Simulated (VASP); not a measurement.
An input for Quantum ESPRESSO's pw.x (written as the equivalent of a VASP run, and not itself run):

```
&CONTROL
  calculation = 'scf'
  pseudo_dir = './pseudo'
  outdir = './out'
  tprnfor = .true.
  tstress = .true.
/
&SYSTEM
  ibrav = 0
  nat = 8
  ntyp = 2
  ecutwfc = 80
  occupations = 'smearing'
  smearing = 'gaussian'
  degauss = 0.01999
  input_dft = 'pz'
/
&ELECTRONS
  conv_thr = 7.3e-08
  electron_maxstep = 100
/
ATOMIC_SPECIES
  Ir 192.217 Ir.upf
  Mo 95.950 Mo.upf
CELL_PARAMETERS angstrom
     5.4870000    0.0000000    0.0000000
    -2.7435000    4.7518810    0.0000000
     0.0000000    0.0000000    4.3850000
ATOMIC_POSITIONS crystal
  Ir   0.8330000  0.6660000  0.2500000
  Ir   0.1670000  0.8330000  0.7500000
  Ir   0.3340000  0.1670000  0.2500000
  Ir   0.1670000  0.3340000  0.7500000
  Ir   0.8330000  0.1670000  0.2500000
  Ir   0.6660000  0.8330000  0.7500000
  Mo   0.3333330  0.6666670  0.2500000
  Mo   0.6666670  0.3333330  0.7500000
K_POINTS automatic
  2 2 2 0 0 0
```

Write the VASP files for the same calculation (LDA).

This is not unique; one that fits is 
**INCAR**
```
LCHARG  =  .False.
LASPH  =  .True.   # aspherical one-centre terms
EDIFF  =  1E-6   # SCF stop (eV)
LREAL  =  .False.   # projection in real space or not
LWAVE  =  .False.
ISIF  =  2   # forces and stress, cell fixed
PREC  =  Accurate
NELM  =  100   # most electronic steps
ENCUT  =  300
ISMEAR  =  0   # Gaussian
SIGMA  =  0.272   # width (eV)
LMAXMIX  =  6
SYSTEM  =  MoIr3
ALGO  =  Normal   # blocked Davidson
```

**KPOINTS**
```
Automatic mesh
0
Gamma
2 2 2
0 0 0
```

**POSCAR**
```
MoIr3
1.0
  5.4870000000   0.0000000000   0.0000000000
 -2.7435000000   4.7518810000   0.0000000000
  0.0000000000   0.0000000000   4.3850000000
Ir Mo
6 2
Direct
  0.8330000000   0.6660000000   0.2500000000
  0.1670000000   0.8330000000   0.7500000000
  0.3340000000   0.1670000000   0.2500000000
  0.1670000000   0.3340000000   0.7500000000
  0.8330000000   0.1670000000   0.2500000000
  0.6660000000   0.8330000000   0.7500000000
  0.3333330000   0.6666670000   0.2500000000
  0.6666670000   0.3333330000   0.7500000000
```

POTCAR, in this order: Ir Mo_sv (LDA.64 set). Program: vasp_std.

The two are equivalent in intent, not identical: the potentials are each code's own (VASP's PAW set, PseudoDojo norm-conserving files in pw.x), so ENCUT and ecutwfc are chosen apart and not converted; conv_thr bounds pw.x's estimated SCF error, while EDIFF bounds the energy change between steps.

The structure comes from a measured MoIr3 entry of the Crystallography Open Database, whose conditions weren't checked. The cell was not relaxed at this level. The k-mesh is coarse (spacing up to 0.72 per Å, 2π included), so the numbers may not be converged in it. The run is one of a series of settings (KPOINTS 2×2×2 Γ-centred mesh against the base run), some of them coarse on purpose.
